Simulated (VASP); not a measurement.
```
CELL_PARAMETERS angstrom
      0.00000     2.08080     2.08080
      2.08080     0.00000     2.08080
      2.08080     2.08080     0.00000
ATOMIC_POSITIONS crystal
  Au 0.00000 0.00000 0.00000
```

The base run (VASP): PBE GGA, plane waves, VASP's PBE PAW potentials (set 64). Numerical set-up: 400 eV cut-off, 14×14×14 Γ-centred mesh, first-order Methfessel-Paxton smearing of 0.10 eV, potentials Au.

One setting is varied; ΔE counts from the base run. The base run took about 6 core-seconds. The timings are rough (shared machines, no repeats); factors under 2 mean little.

```tsv
setting	cost over the base run	electronic steps	ΔE (meV/atom)
AMIX = 0.2, BMIX = 0.0001, IMIX = 4	within a factor of 2	10	0.0
base run	reference	11	0.0
AMIX = 1.0, BMIX = 0.0001, IMIX = 4	within a factor of 2	12	0.0
AMIX = 0.05, BMIX = 0.0001, IMIX = 4	within a factor of 2	13	0.0
AMIX = 0.05, BMIX = 0.0001, IMIX = 1	?	?	0.0
```

### Question
Some entries are withheld; supply them.

### Answer

- AMIX = 0.05, BMIX = 0.0001, IMIX = 1, cost over the base run: about 5 times
- AMIX = 0.05, BMIX = 0.0001, IMIX = 1, electronic steps: 72

Left out are runs that failed, have no time on record or changed the cell.

The compound is Au in the fcc structure. The cell was not relaxed at this level.
